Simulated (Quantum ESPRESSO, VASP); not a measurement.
Given: the input of a run of Quantum ESPRESSO 7.5 on Ru2Pb3. The cell comes from a database or a generator and needn't be the stable form of this composition.

Contents of pw.in:

```
&CONTROL
  calculation = 'scf'
  prefix = 'pwscf'
  outdir = './tmp'
  pseudo_dir = './pseudo'
  tprnfor = .true.
  tstress = .true.
  disk_io = 'nowf'
/
&SYSTEM
  ibrav = 0
  nat = 5
  ntyp = 2
  ecutwfc = 60
  ecutrho = 440
  nbnd = 49
  occupations = 'smearing'
  smearing = 'fd'
  degauss = 0.00367493
/
&ELECTRONS
  conv_thr = 1d-09
  electron_maxstep = 120
  mixing_beta = 0.5
/
ATOMIC_SPECIES
Ru   101.0700 Ru_ONCV_PBE-1.0.oncvpsp.upf
Pb   207.2000 Pb.pbe-dn-kjpaw_psl.0.2.2.UPF
CELL_PARAMETERS angstrom
   4.7327885800    0.0000000000    0.0000000000
  -2.3663942900    4.0987151400    0.0000000000
   0.0000000000    0.0000000000    5.8116928800
ATOMIC_POSITIONS crystal
Ru     0.6666666700    0.3333333300    0.5000000000
Ru     0.3333333300    0.6666666700    0.0000000000
Pb     0.0000000000    0.0000000000    0.7454000100
Pb     0.0000000000    0.0000000000    0.2545999900
Pb     0.6666666700    0.3333333300    0.0000000000
K_POINTS automatic
7 7 5 0 0 0
```

Potentials or basis: SSSP 1.3 efficiency PBE.

Command:

```console
$ OMP_NUM_THREADS=1 pw.x -in pw.in > pw.out
```

Set up the same calculation for VASP 6.6.1. Potentials or basis there: PBE PAW files Pb_d, Ru_pv, 520 eV.

As run (cutoffs and basis follow the program's own potentials, and thresholds, step limits or extra output files can differ):

File INCAR:

```
SYSTEM = Ru2Pb3
ALGO = Normal ; EDIFF = 1E-7
ENCUT = 520 ; GGA = PE
ISIF = 2 ; ISMEAR = -1
LASPH = .TRUE. ; LCHARG = .TRUE.
LELF = .TRUE. ; LREAL = .FALSE.
LVHAR = .TRUE. ; LWAVE = .FALSE.
NBANDS = 43 ; NELM = 100
PREC = Accurate ; SIGMA = 0.05
```

Contents of KPOINTS:

```
k-points
0
G
  7 7 5
  0 0 0
```

File POSCAR:

```
Ru2Pb3
1.0
    4.7327885800      0.0000000000      0.0000000000
   -2.3663942900      4.0987151400      0.0000000000
    0.0000000000      0.0000000000      5.8116928800
Ru Pb
2 3
Direct
    0.6666666700      0.3333333300      0.5000000000
    0.3333333300      0.6666666700      0.0000000000
    0.0000000000      0.0000000000      0.7454000100
    0.0000000000      0.0000000000      0.2545999900
    0.6666666700      0.3333333300      0.0000000000
```

Potentials or basis: VASP PAW PBE potentials, release 64 (Ru_pv, Pb_d).

Launch:

```console
$ cat potpaw_PBE.64/Ru_pv/POTCAR potpaw_PBE.64/Pb_d/POTCAR > POTCAR
$ mpirun -np 1 vasp_std > vasp.out
```

Both were run:

|  | Quantum ESPRESSO | VASP |
| --- | --- | --- |
| Pressure | 6.7 GPa | 6.6 GPa |
| Largest force | 1.182 eV/Å | 1.168 eV/Å |

The potentials hold 74 and 70 valence electrons a cell.

Pressure is positive in compression.
